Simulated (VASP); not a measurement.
```yaml
crystal:
  lattice:
    - [5.14786, 0.00000, -0.00008]
    - [0.00000, 3.16758, 0.00000]
    - [-0.00380, 0.00000, 5.48674]
  atoms:
    - { symbol: Al, position: [0.00047, 0.50000, 0.66729] }
    - { symbol: Ga, position: [0.49910, 0.50000, 0.33531] }
    - { symbol: Ga, position: [0.49913, 0.00000, 0.83135] }
    - { symbol: Ga, position: [0.99987, 0.00000, 0.16611] }
    - { symbol: N, position: [0.11929, 0.50000, 0.34115] }
    - { symbol: N, position: [0.11700, 0.00000, 0.82540] }
    - { symbol: N, position: [0.62014, 0.00000, 0.16611] }
    - { symbol: N, position: [0.63240, 0.50000, 0.66728] }
```

The numbers are results of r2SCAN meta-GGA, VASP's PBE PAW potentials (set 64) (plane waves; VASP), not measurements. Numerical set-up: 520 eV cut-off, 5×8×5 Γ-centred mesh, tetrahedra with Blöchl corrections, potentials Al Ga_d N.

The cores are frozen, which limits the accuracy of field gradients.

### Question
Give the principal components of the electric field gradient (V/Å²) and the asymmetry η at each nucleus.

### Answer

```tsv
atom	Vxx	Vyy	Vzz	η
Al1	-1.7	-1.0	2.7	0.27
Ga2	-5.0	-1.7	6.7	0.51
Ga3	-5.8	-2.0	7.8	0.48
Ga4	-5.6	-1.9	7.5	0.50
N5	10.4	8.4	-18.8	0.10
N6	19.4	0.0	-19.4	0.99
N7	-1.2	-0.5	1.7	0.39
N8	8.2	7.9	-16.1	0.02
```

The structure comes from a computed database's AlGa3N4 entry (Pm); how it stands against other phases isn't given here. It was relaxed first.
